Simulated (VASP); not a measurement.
The system is Rh.

```
CELL_PARAMETERS angstrom
0.00000 1.89000 1.89000
1.89000 0.00000 1.89000
1.89000 1.89000 0.00000
ATOMIC_POSITIONS crystal
Rh 0.00000 0.00000 0.00000
```

The cell was built by a generator and needn't be a form met in nature.

```yaml
Program: VASP 6.6.1
Task: relaxation of cell and atoms
Functional: r2SCAN
Potentials_or_basis: VASP PAW PBE potentials, release 64 (Rh_pv)
Cutoff: 600 eV
k_mesh: 18 × 18 × 18
Occupations: methfessel-paxton, width 0.1 eV
Spin: no spin polarisation
```

At the start: pressure 5.8 GPa; volume 13.50 Å³/atom.

Q: How do energy, volume and symmetry change on relaxing?

A: Over 4 steps the energy falls by 4.7 meV/atom and the volume is 13.77 Å³/atom (+2.0 %); space group Fm-3m (No. 225, to 0.05 Å).

The path:
| step | energy change (eV) | largest force (eV/Å) | pressure (GPa) | volume (Å³) |
| --- | --- | --- | --- | --- |
| 1 | 0.0000 | 0.0000 | 5.79 | 13.50 |
| 2 | 0.0247 | 0.0000 | -12.49 | 14.48 |
| 3 | -0.0047 | 0.0000 | -0.09 | 13.77 |
| 4 | -0.0047 | 0.0000 | 0.04 | 13.77 |

Final structure:
```yaml
crystal:
  lattice:
    - [0.00000, 1.90224, 1.90224]
    - [1.90224, 0.00000, 1.90224]
    - [1.90224, 1.90224, 0.00000]
  atoms:
    - { symbol: Rh, position: [0.00000, 0.00000, 0.00000] }
```

Caveat: the PAW data sets were made with another functional, which shifts forces and pressure a little.
